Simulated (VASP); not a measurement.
An input for Quantum ESPRESSO's pw.x (written as the equivalent of a VASP run, and not itself run):

```
&CONTROL
  calculation = 'scf'
  pseudo_dir = './pseudo'
  outdir = './out'
  tprnfor = .true.
  tstress = .true.
/
&SYSTEM
  ibrav = 0
  nat = 12
  ntyp = 2
  ecutwfc = 88
  occupations = 'smearing'
  smearing = 'methfessel-paxton'
  degauss = 0.0147
  input_dft = 'pbe'
/
&ELECTRONS
  conv_thr = 7.3e-08
  electron_maxstep = 100
/
ATOMIC_SPECIES
  Be 9.012 Be.upf
  C 12.011 C.upf
CELL_PARAMETERS angstrom
     3.0716510    0.0000000    0.0000000
    -3.0716510    3.0716510    0.0000000
     0.0000000    0.0000000   21.5679000
ATOMIC_POSITIONS crystal
  Be   0.5000000  0.5000000  0.4248120
  Be   0.5000000  0.0000000  0.4248120
  Be   0.5000000  0.0000000  0.3245560
  Be   0.5000000  0.5000000  0.3245560
  Be   0.5000000  0.5000000  0.6253180
  Be   0.5000000  0.0000000  0.6253180
  Be   0.5000000  0.0000000  0.5250630
  Be   0.5000000  0.5000000  0.5250630
  C    0.0000000  0.0000000  0.4749370
  C    0.0000000  0.5000000  0.3746820
  C    0.0000000  0.0000000  0.6754440
  C    0.0000000  0.5000000  0.5751930
K_POINTS automatic
  7 7 1 0 0 0
```

Question: Write the VASP files for the same calculation (PBE).

Answer: This is not unique; one that fits is 
File KPOINTS:
```
kpoints
0
G
  7 7 1
0 0 0
```

File POSCAR:
```
Be2C
1
    3.0716510000     0.0000000000     0.0000000000
   -3.0716510000     3.0716510000     0.0000000000
    0.0000000000     0.0000000000    21.5679000000
Be C
8 4
Direct
  0.5000000000   0.5000000000   0.4248120000
  0.5000000000   0.0000000000   0.4248120000
  0.5000000000   0.0000000000   0.3245560000
  0.5000000000   0.5000000000   0.3245560000
  0.5000000000   0.5000000000   0.6253180000
  0.5000000000   0.0000000000   0.6253180000
  0.5000000000   0.0000000000   0.5250630000
  0.5000000000   0.5000000000   0.5250630000
  0.0000000000   0.0000000000   0.4749370000
  0.0000000000   0.5000000000   0.3746820000
  0.0000000000   0.0000000000   0.6754440000
  0.0000000000   0.5000000000   0.5751930000
```

INCAR:
```
# general
SYSTEM=Be2C
PREC  =Accurate
ENCUT =400   # plane-wave cut-off (eV)
LREAL =.FALSE.   # projection in real space or not
LASPH =.TRUE.

# electronic loop
EDIFF =1E-6   # SCF stop (eV)
NELM  =100
ALGO  =Normal   # blocked Davidson

# smearing
ISMEAR=1
SIGMA =0.2   # width (eV)

# functional
GGA   =PE

# ions
ISIF  =2

# output
LWAVE =.FALSE.
LCHARG=.FALSE.
```

POTCAR, in this order: Be C (PBE.64 set). Program: vasp_std.

The two are equivalent in intent, not identical: the potentials are each code's own (VASP's PAW set, PseudoDojo norm-conserving files in pw.x), so ENCUT and ecutwfc are chosen apart and not converted; conv_thr bounds pw.x's estimated SCF error, while EDIFF bounds the energy change between steps.

The cell is a sheet with vacuum, built from a database entry that may be metastable or hypothetical.
